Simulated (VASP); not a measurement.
# Si7B in VASP: further runs, part 2 of 2

VASP 6.6.1. Earlier steps stand in the parts before.

**3. Relaxation of cell and atoms, PBE**

This run uses another cell than the first one, of 14.53 Å³/atom, 0.853 times its volume.

The input, INCAR:

```
SYSTEM = Si7B
PREC = Normal ; ENCUT = 520
EDIFF = 1E-4 ; ISMEAR = 0
SIGMA = 0.15 ; LREAL = .False.
LASPH = .True. ; NELM = 60
ALGO = Fast ; ISIF = 3
LWAVE = .False. ; LCHARG = .False.
GGA = PE ; IBRION = 2
NSW = 24 ; EDIFFG = -0.08
```

The input, KPOINTS:

```
regular mesh
0
Gamma
  5 5 3
  0 0 0
```

The input, POSCAR:

```
Si7B
1.0
    4.3386946400      0.0000000000      0.0000000000
   -2.1693473200      3.7574197800      0.0000000000
    0.0000000000      0.0000000000      7.1322551200
Si B
7 1
Direct
    0.5088795900      0.4911204100      0.3768049100
    0.5088795900      0.0177591800      0.3768049100
    0.9822408200      0.4911204100      0.3768049100
    0.5088795900      0.4911204100      0.6231950900
    0.5088795900      0.0177591800      0.6231950900
    0.9822408200      0.4911204100      0.6231950900
    0.3333333300      0.6666666700      0.0000000000
    0.0000000000      0.0000000000      0.5000000000
```

Potentials or basis: VASP PAW PBE potentials, release 64 (Si, B).

On the command line:

```
$ cat potpaw_PBE.64/Si/POTCAR potpaw_PBE.64/B/POTCAR > POTCAR
$ mpirun -np 1 vasp_std > vasp.out
```

OUTCAR:

```text
SYSTEM = Si7B
   PREC = Normal
   ENCUT = 520
   EDIFF = 1E-4
   ISMEAR = 0
   LREAL = .False.
   LASPH = .True.
   NELM = 60
   ISIF = 3
   GGA = PE
   IBRION = 2
   NSW = 24
   EDIFFG = -0.08

 ion  position               nearest neighbor table
   1  0.509  0.491  0.377-   4 1.76   3 2.05   2 2.05   3 2.28   2 2.28   8 2.34   8 2.34   6 2.70
                             5 2.70   6 2.88   5 2.88   7 2.99
   2  0.509  0.018  0.377-   5 1.76   3 2.05   1 2.05   1 2.28   3 2.28   8 2.34   8 2.34   4 2.70
                             6 2.70   4 2.88   6 2.88   7 2.99
   3  0.982  0.491  0.377-   6 1.76   1 2.05   2 2.05   1 2.28   2 2.28   8 2.34   8 2.34   4 2.70
                             5 2.70   4 2.88   5 2.88   7 2.99
   4  0.509  0.491  0.623-   1 1.76   6 2.05   5 2.05   6 2.28   5 2.28   8 2.34   8 2.34   3 2.70
                             2 2.70   3 2.88   2 2.88   7 2.99
   5  0.509  0.018  0.623-   2 1.76   4 2.05   6 2.05   4 2.28   6 2.28   8 2.34   8 2.34   1 2.70
[... 197 lines left out ...]
 fundamental gap:      0.0415278093
 Fermi energy:         8.3677588662
[... 587 lines left out ...]
     19       6.1439      0.00000
     20       6.2741      0.00000

[... ionic steps 4 to 11 ...]

--------------------------------------- Ionic step       12  -------------------------------------------

 number of electron      31.0000011 magnetization

------------------------ aborting loop because EDIFF is reached ----------------------------------------
[... 79 lines left out ...]
--------------------------------------- Ionic step       14  -------------------------------------------

 number of electron      31.0000001 magnetization

 Free energy of the ion-electron system (eV)
  ---------------------------------------------------
  ext. energy  EPLUGINS =         0.00000000
  ---------------------------------------------------
  free energy    TOTEN  =       -38.14107118 eV

  energy without entropy =      -38.12202967  energy(sigma->0) =      -38.13155042

 E-fermi :   6.5355     XC(G=0):  -9.7645

 val. band max:        6.4519726316   @ k =   0.2000  -0.0000   0.0000
 cond. band min:       6.6710392085   @ k =   0.4000   0.2000   0.3333
 fundamental gap:      0.2190665769
 Fermi energy:         6.5354870778
[... 263 lines left out ...]
  FREE ENERGIE OF THE ION-ELECTRON SYSTEM (eV)
  ---------------------------------------------------
  free  energy   TOTEN  =       -38.1410711800 eV

  energy  without entropy=      -38.1220296672  energy(sigma->0) =      -38.13155042

 reached required accuracy - stopping structural energy minimisation
```

CONTCAR:

```text
Si7B
   1.00000000000000
     5.0536761477443086    0.0000000000000000   -0.0000000000000000
    -2.5268380738721543    4.3766119302477557   -0.0000000000000000
    -0.0000000000000000   -0.0000000000000000    6.3864772185512892
  Si              B
     7     1
Direct
     0.5038922266883962    0.4961077733194652    0.3095483896754274
     0.5038922266805348    0.0077844533610698    0.3095483896754274
     0.9922155466310691    0.4961077733194652    0.3095483896754275
     0.5038922266883962    0.4961077733194652    0.6904516103245725
     0.5038922266805348    0.0077844533610698    0.6904516103245725
     0.9922155466310691    0.4961077733194652    0.6904516103245725
     0.3333333300000021    0.6666666699999979    0.0000000000000000
     0.0000000000000000    0.0000000000000000    0.5000000000000000

  0.00000000E+00  0.00000000E+00  0.00000000E+00
  0.00000000E+00  0.00000000E+00  0.00000000E+00
  0.00000000E+00  0.00000000E+00  0.00000000E+00
  0.00000000E+00  0.00000000E+00  0.00000000E+00
  0.00000000E+00  0.00000000E+00  0.00000000E+00
  0.00000000E+00  0.00000000E+00  0.00000000E+00
  0.00000000E+00  0.00000000E+00  0.00000000E+00
  0.00000000E+00  0.00000000E+00  0.00000000E+00
```

Wall time 71 s (1 thread of Intel Xeon Platinum 8488C (Sapphire Rapids), shared host); peak memory 0.17 GiB.

What came out:

| Property | Result |
| --- | --- |
| Free energy | -38.1411 eV |
| Relaxed volume | 17.66 Å³/atom |
| Relaxed cell | a = 5.054 Å, b = 5.054 Å, c = 6.386 Å, α = 90.00°, β = 90.00°, γ = 120.00° |
| Space group after relaxing (to 0.05 Å) | P-6m2 (No. 187) |
| Energy gained by relaxing | 2471.0 meV/atom |
| Ionic steps | 14 |
| Pressure after relaxing | -0.1 GPa |
| Largest force after relaxing | 0.076 eV/Å |
| Band gap on the k mesh | none (metal or under the smearing width) |

Forces in eV/Å, atoms in the order of the input:
```
Si  -0.054  0.031 -0.044
Si   0.000 -0.062 -0.044
Si   0.054  0.031 -0.044
Si  -0.054  0.031  0.044
Si   0.000 -0.062  0.044
Si   0.054  0.031  0.044
Si   0.000  0.000  0.000
B    0.000  0.000  0.000
```

The path:
| step | energy change (eV) | largest force (eV/Å) | pressure (GPa) | volume (Å³) |
| --- | --- | --- | --- | --- |
| 1 | 0.0000 | 19.8577 | 80.29 | 116.27 |
| 2 | -9.6597 | 2.1303 | -3.73 | 282.80 |
| 3 | -10.5548 | 2.3281 | -4.03 | 271.13 |
| 4 | -11.0719 | 2.4225 | -4.27 | 259.72 |
| 5 | -15.4415 | 2.7208 | -2.44 | 179.03 |
| 6 | -16.7001 | 1.5448 | 6.42 | 145.54 |
| 7 | -18.3564 | 0.8780 | -5.99 | 161.64 |
| 8 | -18.3562 | 0.8488 | -5.80 | 161.17 |
| 9 | -19.2435 | 0.1558 | -4.12 | 151.34 |
| 10 | -19.6307 | 0.7520 | -0.19 | 143.04 |
| 11 | -19.7180 | 0.5285 | 0.92 | 140.50 |
| 12 | -19.7180 | 0.5289 | 0.94 | 140.43 |
| 13 | -19.7636 | 0.1577 | -0.32 | 141.52 |
| 14 | -19.7682 | 0.0765 | -0.07 | 141.26 |

Final structure:
```
CELL_PARAMETERS angstrom
5.05368 0.00000 0.00000
-2.52684 4.37661 0.00000
0.00000 0.00000 6.38648
ATOMIC_POSITIONS crystal
Si 0.50389 0.49611 0.30955
Si 0.50389 0.00778 0.30955
Si 0.99222 0.49611 0.30955
Si 0.50389 0.49611 0.69045
Si 0.50389 0.00778 0.69045
Si 0.99222 0.49611 0.69045
Si 0.33333 0.66667 0.00000
B 0.00000 0.00000 0.50000
```

Levels at points of the mesh, in eV from the Fermi level:
| k point | band 11 | band 12 | band 13 | band 14 | band 15 | band 16 | band 17 | band 18 | band 19 | band 20 |
| --- | --- | --- | --- | --- | --- | --- | --- | --- | --- | --- |
| (0.00, 0.00, 0.00) | -3.19 | -3.19 | -2.13 | -2.13 | -1.57 | -1.57 | -0.97 | -0.62 | 1.60 | 1.76 |

Caveat: the volume moved by over 15 % at a fixed basis, so the end points are rough; the relaxation stopped at a loose force limit of 0.08 eV/Å, so its end isn't a converged minimum.
